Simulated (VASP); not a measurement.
Given:

```
AuBe5
1.0
    0.00000     3.03760     3.03760
    3.03760     0.00000     3.03760
    3.03760     3.03760     0.00000
Be Au
5 1
Direct
  0.25000   0.25000   0.25000
  0.62477   0.62477   0.62477
  0.12568   0.62477   0.62477
  0.62477   0.12568   0.62477
  0.62477   0.62477   0.12568
  0.00000   0.00000   0.00000
```

All values below come from PBEsol GGA, VASP's PBE PAW potentials (set 64) (plane waves; VASP 6.6.1). Settings: 400 eV cut-off, Gaussian smearing of 0.050 eV, potentials Be Au.

### Question
Give the energies of bands 4 to 13 at the high-symmetry points, in eV from the Fermi level.

### Answer

| band | Γ | X | U | L | W |
|---|---|---|---|---|---|
| 4 | -7.50 | -6.69 | -7.23 | -7.44 | -7.86 |
| 5 | -7.03 | -6.60 | -6.93 | -6.56 | -6.60 |
| 6 | -7.03 | -6.40 | -6.54 | -6.56 | -6.40 |
| 7 | -4.36 | -6.40 | -5.88 | -6.49 | -5.72 |
| 8 | -1.43 | -4.91 | -5.47 | -3.81 | -5.70 |
| 9 | -1.43 | -4.91 | -4.10 | -2.70 | -4.97 |
| 10 | -1.43 | -3.52 | -2.92 | -2.70 | -1.36 |
| 11 | 1.53 | -1.59 | -0.41 | 0.83 | -0.95 |
| 12 | 1.79 | 4.30 | 2.65 | 0.83 | 2.04 |
| 13 | 1.79 | 5.15 | 3.14 | 1.78 | 2.58 |

It has no gap at this level: it comes out as a metal or semimetal.

The compound is Be5Au in the sg216 structure. It was relaxed first. The electron count is odd and the run is not spin-polarised, which forces a metal.
